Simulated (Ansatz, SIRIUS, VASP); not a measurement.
NbCu: energy against volume and a worked fit

Symmetry: Fm-3m, No. 225, cubic system. The conventional cell has a = 5.124 Å, b = 5.124 Å, c = 5.124 Å, α = 90.00°, β = 90.00°, γ = 90.00°. Nb (site symmetry m-3m) has 6 Cu at 2.56 Å as nearest neighbours. Cu (site symmetry m-3m) has 6 Nb at 2.56 Å as nearest neighbours.

The cell comes from a database or a generator and needn't be the stable form of this composition.

The cell was scaled at fixed shape and fractions and run with Ansatz, Ansatz PAW (earlier soft set), cutoff 420 eV; PBE, k mesh 9 × 9 × 9 on the cell of 2 atoms, fermi-dirac occupations of 0.05 eV, no spin polarisation, no spin-orbit coupling. Energies are those that the program minimises, any entropy of the smearing included. For a metal such a mesh isn't converged to the digits shown.

```csv
V (Å³/atom),energy over the lowest row (meV/atom)
15.8115,30.41
16.1479,13.01
16.4843,?
16.8207,0.00
17.1571,2.93
17.4935,11.27
17.8299,24.45
```

Q: Fit the third-order Birch-Murnaghan form, give V0, B0 and B′, and predict the energy left open.

A: With y = (V0/V)^(2/3), E = E0 + (9 V0 B0/16) [(y - 1)³ B′ + (y - 1)² (6 - 4y)]. Least squares through the rows shown give V0 = 16.8202 Å³/atom, E0 = 0.01 meV, B0 = 143.8 GPa (1 eV/Å³ = 160.218 GPa) and B′ = 4.50, with a largest miss of 0.01 meV. At V = 16.4843 the form with these constants gives 3.13 meV; the run gave 3.13 meV an atom. Other set-ups at this level, from all their volumes (Å³/atom, GPa): SIRIUS, all-electron FP-LAPW, apw+lo standard: V0 16.814, B0 144.1; VASP, PBE PAW files Cu, Nb_sv, 520 eV: V0 16.828, B0 142.6.
